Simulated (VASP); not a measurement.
A VASP calculation is set up with these files.

**POSCAR**
```
CuCl
1
    0.0000000000     2.7637266242     2.7637266242
    2.7637266242     0.0000000000     2.7637266242
    2.7637266242     2.7637266242     0.0000000000
Cu Cl
1 1
Direct
  1.0000000000   1.0000000000   1.0000000000
  0.2500000000   0.2500000000   0.2500000000
```

KPOINTS:
```
Automatic mesh
0
G
  8 8 8
0 0 0
```

INCAR:
```
ISIF  =  2
LMAXMIX  =  4   ! l cut-off of mixed one-centre charges
PREC  =  Accurate
NELM  =  100   ! most electronic steps
LWAVE  =  .FALSE.
LREAL  =  .FALSE.   ! projection in real space or not
LCHARG  =  .FALSE.
GGA  =  91
SYSTEM  =  CuCl
ISMEAR  =  0   ! Gaussian
SIGMA  =  0.05   ! width (eV)
EDIFF  =  1E-7
ALGO  =  Normal
ENCUT  =  520
LASPH  =  .TRUE.   ! aspherical one-centre terms
```

POTCAR, in this order: Cu Cl (PBE.64 set). Program: vasp_std.

Task: Write an equivalent input for Quantum ESPRESSO's pw.x.

Result: One equivalent input (not run):
```
&CONTROL
  calculation = 'scf'
  pseudo_dir = './pseudo'
  outdir = './out'
  tprnfor = .true.
  tstress = .true.
/
&SYSTEM
  ibrav = 0
  nat = 2
  ntyp = 2
  ecutwfc = 92
  occupations = 'smearing'
  smearing = 'gaussian'
  degauss = 0.003675
  input_dft = 'pw91'
/
&ELECTRONS
  conv_thr = 7.3e-09
  electron_maxstep = 100
/
ATOMIC_SPECIES
  Cu 63.546 Cu.upf
  Cl 35.450 Cl.upf
CELL_PARAMETERS angstrom
     0.0000000    2.7637266    2.7637266
     2.7637266    0.0000000    2.7637266
     2.7637266    2.7637266    0.0000000
ATOMIC_POSITIONS crystal
  Cu   1.0000000  1.0000000  1.0000000
  Cl   0.2500000  0.2500000  0.2500000
K_POINTS automatic
  8 8 8 0 0 0
```
Limits of the translation: the potentials are each code's own (VASP's PAW set, PseudoDojo norm-conserving files in pw.x), so ENCUT and ecutwfc are chosen apart and not converted; conv_thr bounds pw.x's estimated SCF error, while EDIFF bounds the energy change between steps.

The compound is CuCl in the zinc blende structure. This cell is one point of a volume scan, at 1.06 of the reference volume.
